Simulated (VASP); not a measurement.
Level of theory: vdW-DF2, VASP's PBE PAW potentials (set 64) (plane waves; VASP).

VASP ran on this input.

INCAR:
```
! general
SYSTEM   = Tm
PREC     = Accurate
ENCUT    = 520   ! plane-wave cut-off (eV)
LREAL    = F   ! projection in real space or not
LASPH    = T

! electronic loop
EDIFF    = 1E-6   ! SCF stop (eV)
NELM     = 100   ! most electronic steps
ALGO     = Normal
LMAXMIX  = 6

! smearing
ISMEAR   = 1   ! Methfessel-Paxton
SIGMA    = 0.1   ! width (eV)

! functional
GGA      = ML
LUSE_VDW = T
AGGAC    = 0.0
ZAB_VDW  = -1.8867

! ions
IBRION   = 2   ! conjugate gradients
NSW      = 60
ISIF     = 3   ! ions, shape and volume
EDIFFG   = -0.01   ! ionic stop

! output
LWAVE    = F
LCHARG   = F
```

File POSCAR:
```
Tm
1.0
  1.8006862149  -3.1188800869   0.0000000000
  1.8006862149   3.1188800869   0.0000000000
  0.0000000000   0.0000000000   5.5892864164
Tm
2
Cart
  1.8006862149   1.0396287749   1.3973216041
  1.8006862149  -1.0396287749   4.1919648123
```

**KPOINTS**
```
Automatic mesh
0
Gamma
11 11 6
0 0 0
```

POTCAR, in this order: Tm_3 (PBE.64 set). Program: vasp_std.

The 4f electrons are frozen in the core of the lanthanide potential, so 4f levels, which can set the real gap, and their magnetism are missing.

Task: Predict the energy per atom (σ→0), band gap (on the k-mesh).

Result: 
```json
{
 "energy per atom (σ→0)": "-129.2 kJ/mol of atoms",
 "band gap (on the k-mesh)": "none (metal, semimetal or under 0.01 eV)"
}
```

**OSZICAR**
```
...
DAV:   6    -0.266331030024E+01   -0.33305E-01   -0.36150E-02  2667   0.200E+00    0.131E+01
DAV:   7    -0.267758757849E+01   -0.14277E-01   -0.91420E-02  2457   0.351E+00    0.578E-01
DAV:   8    -0.267783630187E+01   -0.24872E-03   -0.74394E-03  2223   0.906E-01    0.540E-01
DAV:   9    -0.267789845458E+01   -0.62153E-04   -0.37311E-04  2603   0.246E-01    0.242E-02
DAV:  10    -0.267791175944E+01   -0.13305E-04   -0.60131E-05  2535   0.810E-02    0.628E-02
DAV:  11    -0.267791610099E+01   -0.43415E-05   -0.72375E-06  2099   0.257E-02    0.358E-03
DAV:  12    -0.267791672573E+01   -0.62474E-06   -0.24031E-07  1117   0.566E-03
   1 F= -.26779167E+01 E0= -.26786949E+01  d E =-.267792E+01
```

The compound is Tm in the hcp structure. It was relaxed first. The start is the result of an earlier pass.
